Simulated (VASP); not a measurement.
Output of a VASP run:

### OSZICAR
```
...
DAV:   8    -0.181755583033E+02    0.29710E-01   -0.11486E-01  5835   0.285E+00    0.446E-01
DAV:   9    -0.181752453828E+02    0.31292E-03   -0.22592E-03  6038   0.422E-01    0.241E-01
DAV:  10    -0.181752631690E+02   -0.17786E-04   -0.69899E-04  6024   0.241E-01    0.532E-02
DAV:  11    -0.181752575539E+02    0.56152E-05   -0.22671E-04  5765   0.121E-01    0.378E-02
DAV:  12    -0.181752526334E+02    0.49205E-05   -0.33017E-05  5562   0.417E-02    0.725E-03
DAV:  13    -0.181752523178E+02    0.31555E-06   -0.71851E-07  3334   0.791E-03
   1 F= -.18175252E+02 E0= -.18175077E+02  d E =-.181753E+02
       N       E                     dE             d eps       ncg     rms          rms(c)
DAV:   1    -0.187696549299E+02   -0.59440E+00   -0.13244E+01  5471   0.405E+01    0.801E+00
DAV:   2    -0.183071455438E+02    0.46251E+00   -0.65656E+00  5394   0.188E+01    0.236E+00
DAV:   3    -0.181685821790E+02    0.13856E+00   -0.72464E-01  5270   0.498E+00    0.708E-01
DAV:   4    -0.181613577995E+02    0.72244E-02   -0.50060E-02  5821   0.180E+00    0.249E-01
DAV:   5    -0.181613302375E+02    0.27562E-04   -0.55071E-03  5901   0.554E-01    0.249E-01
DAV:   6    -0.181613794150E+02   -0.49178E-04   -0.81746E-04  5653   0.167E-01    0.428E-02
DAV:   7    -0.181613795639E+02   -0.14889E-06   -0.22049E-05  6087   0.338E-02    0.125E-02
DAV:   8    -0.181613801290E+02   -0.56505E-06   -0.22372E-06  4296   0.106E-02
   2 F= -.18161380E+02 E0= -.18161234E+02  d E =0.138722E-01
       N       E                     dE             d eps       ncg     rms          rms(c)
DAV:   1    -0.184020816761E+02   -0.24070E+00   -0.49315E+00  5506   0.246E+01    0.576E+00
DAV:   2    -0.182182384150E+02    0.18384E+00   -0.18185E+00  5436   0.104E+01    0.150E+00
DAV:   3    -0.181873468680E+02    0.30892E-01   -0.16807E-01  5383   0.242E+00    0.460E-01
DAV:   4    -0.181840806010E+02    0.32663E-02   -0.13129E-02  5450   0.117E+00    0.358E-01
DAV:   5    -0.181841523477E+02   -0.71747E-04   -0.73292E-04  6297   0.260E-01    0.187E-01
DAV:   6    -0.181841843207E+02   -0.31973E-04   -0.21403E-04  5758   0.807E-02    0.129E-02
DAV:   7    -0.181841829850E+02    0.13356E-05   -0.12840E-05  5653   0.236E-02    0.580E-03
DAV:   8    -0.181841825077E+02    0.47731E-06   -0.55251E-07  2774   0.523E-03
   3 F= -.18184183E+02 E0= -.18184018E+02  d E =-.893019E-02
       N       E                     dE             d eps       ncg     rms          rms(c)
DAV:   1    -0.181842157558E+02   -0.32771E-04   -0.76413E-04  5569   0.307E-01    0.708E-02
DAV:   2    -0.181841871613E+02    0.28594E-04   -0.31652E-04  5492   0.135E-01    0.183E-02
DAV:   3    -0.181841814925E+02    0.56689E-05   -0.31347E-05  5367   0.332E-02    0.524E-03
DAV:   4    -0.181841812086E+02    0.28386E-06   -0.19645E-06  3132   0.141E-02
   4 F= -.18184181E+02 E0= -.18184016E+02  d E =-.892889E-02
       N       E                     dE             d eps       ncg     rms          rms(c)
DAV:   1    -0.181842594903E+02   -0.77998E-04   -0.20600E-03  5233   0.441E-01    0.482E-02
DAV:   2    -0.181842255163E+02    0.33974E-04   -0.12811E-04  6115   0.946E-02    0.202E-02
DAV:   3    -0.181842179875E+02    0.75288E-05   -0.17476E-05  5846   0.303E-02    0.915E-03
DAV:   4    -0.181842161405E+02    0.18470E-05   -0.57043E-06  5521   0.201E-02    0.494E-03
DAV:   5    -0.181842159936E+02    0.14694E-06   -0.19541E-07  2536   0.358E-03
   5 F= -.18184216E+02 E0= -.18184040E+02  d E =-.347850E-04
```

### OUTCAR
```
------------------------ aborting loop because EDIFF is reached ----------------------------------------
  FORCE on cell =-STRESS in cart. coord.  units (eV):
  Direction    XX          YY          ZZ          XY          YZ          ZX
  --------------------------------------------------------------------------------------
  Total        0.0074372      0.0074372      0.0227183      0.0000000      0.0000000     -0.0000000
  in kB        0.2934942      0.2934942      0.8965288      0.0000000      0.0000000     -0.0000000
  external PRESSURE =       0.4945058 kB  Pullay stress =       0.0000000 kB
  volume of cell :       40.60
      direct lattice vectors                 reciprocal lattice vectors
    -1.606571145  1.606571145  3.932448982     0.000000000  0.311221823  0.127147231
     1.606571145 -1.606571145  3.932448982     0.311221823  0.000000000  0.127147231
     1.606571145  1.606571145 -3.932448982     0.311221823  0.311221823  0.000000000
 POSITION                                       TOTAL-FORCE (eV/Angst)
 -----------------------------------------------------------------------------------
      1.60657      1.60657      1.29586         0.000000      0.000000     -0.005460
      0.00000      0.00000      2.63659        -0.000000     -0.000000      0.005460
      0.00000      0.00000      0.00000        -0.000000     -0.000000     -0.000000
 -----------------------------------------------------------------------------------
    total drift:                               -0.000000      0.000000      0.000000
  FREE ENERGIE OF THE ION-ELECTRON SYSTEM (eV)
  ---------------------------------------------------
  free  energy   TOTEN  =       -18.1842159936 eV

  energy  without entropy=      -18.1836891766  energy(sigma->0) =      -18.18404039

 reached required accuracy - stopping structural energy minimisation
```
(Selected blocks of OUTCAR.)

### POSCAR
```
MoSi2
1
   -1.5973096137     1.5973096137     3.9072384890
    1.5973096137    -1.5973096137     3.9072384890
    1.5973096137     1.5973096137    -3.9072384890
Si Mo
2 1
Direct
  0.6648078099   0.6648078099   0.0000000000
  0.3351921901   0.3351921901   0.0000000000
  0.0000000000   0.0000000000   0.0000000000
```

### Question
Write an INCAR and KPOINTS that could have produced this output.

### Answer
Several could match; the one computed here: the input of the run itself, optB86b-vdW, plane waves, VASP's PBE PAW potentials (set 64).

File KPOINTS:
```
kpoints
0
gamma
12 12 12
0 0 0
```

**INCAR**
```
SYSTEM = MoSi2
PREC = Accurate; ENCUT = 520; LREAL = .False.
LASPH = .True.
EDIFF = 1E-6; NELM = 100; ALGO = Normal
LMAXMIX = 4
ISMEAR = 1; SIGMA = 0.1
GGA = MK; LUSE_VDW = .True.; AGGAC = 0.0
PARAM1 = 0.1234; PARAM2 = 1.0
IBRION = 2; NSW = 60; ISIF = 3
EDIFFG = -0.02
LWAVE = .False.; LCHARG = .False.
```

POTCAR, in this order: Si Mo_sv (PBE.64 set). Program: vasp_std.

The compound is MoSi2 in the MoSi2 type structure. This run relaxes it. Symmetry was kept, so distortions that lower it aren't found. The start is the result of an earlier pass.
